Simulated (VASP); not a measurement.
Level of theory: PBE GGA, VASP's PBE PAW potentials (set 64) (plane waves; VASP).

VASP ran on this input.

### KPOINTS_OPT
```
k-points along high-symmetry lines
10
Line-mode
Reciprocal
  0.000000   0.000000   0.000000 ! GAMMA
  0.500000  -0.500000   0.500000 ! H

  0.500000  -0.500000   0.500000 ! H
  0.000000   0.000000   0.500000 ! N

  0.000000   0.000000   0.500000 ! N
  0.000000   0.000000   0.000000 ! GAMMA

  0.000000   0.000000   0.000000 ! GAMMA
  0.250000   0.250000   0.250000 ! P

  0.250000   0.250000   0.250000 ! P
  0.500000  -0.500000   0.500000 ! H

  0.250000   0.250000   0.250000 ! P
  0.000000   0.000000   0.500000 ! N
```

**KPOINTS**
```
Regular mesh
0
G
6 6 6
```

**POSCAR**
```
Cs
1
   -3.1597500000     3.1597500000     3.1597500000
    3.1597500000    -3.1597500000     3.1597500000
    3.1597500000     3.1597500000    -3.1597500000
Cs
1
Direct
  0.0000000000   0.0000000000   0.0000000000
```

### INCAR
```
! general
SYSTEM =Cs
PREC   =Accurate
ENCUT  =300
LREAL  =.FALSE.
LASPH  =.TRUE.

! electronic loop
EDIFF  =1E-6
NELM   =100
ALGO   =Normal
LMAXMIX=4

! smearing
ISMEAR =-1
SIGMA  =0.05

! functional
GGA    =PE

! ions
ISIF   =2

! output
LWAVE  =.FALSE.
LCHARG =.FALSE.
```

POTCAR, in this order: Cs_sv (PBE.64 set). Program: vasp_std.

Unless said otherwise, spin-orbit coupling is left out, though it shifts the bands of the heavy elements here.

Q: Predict the energy per atom (σ→0), band gap (over mesh and band path).

A: 
| Property | Result |
|---|---|
| energy per atom (σ→0) | -0.835 eV/atom |
| band gap (over mesh and band path) | none (metal, semimetal or under 0.01 eV) |

**OSZICAR**
```
...
DAV:   8    -0.843894977176E+00   -0.82894E-04   -0.13341E-04   392   0.824E-02    0.396E-03
DAV:   9    -0.843896563967E+00   -0.15868E-05   -0.22049E-06   416   0.859E-03    0.227E-03
DAV:  10    -0.843896264880E+00    0.29909E-06   -0.11131E-06   368   0.563E-03
   1 F= -.84389626E+00 E0= -.83495544E+00  d E =-.178816E-01
       N       E                     dE             ncg
       N       E                     dE             ncg
       N       E                     dE             ncg
       N       E                     dE             ncg
```

The structure comes from a computed database's Cs entry; how it stands against other phases isn't given here. The cell was not relaxed at this level.
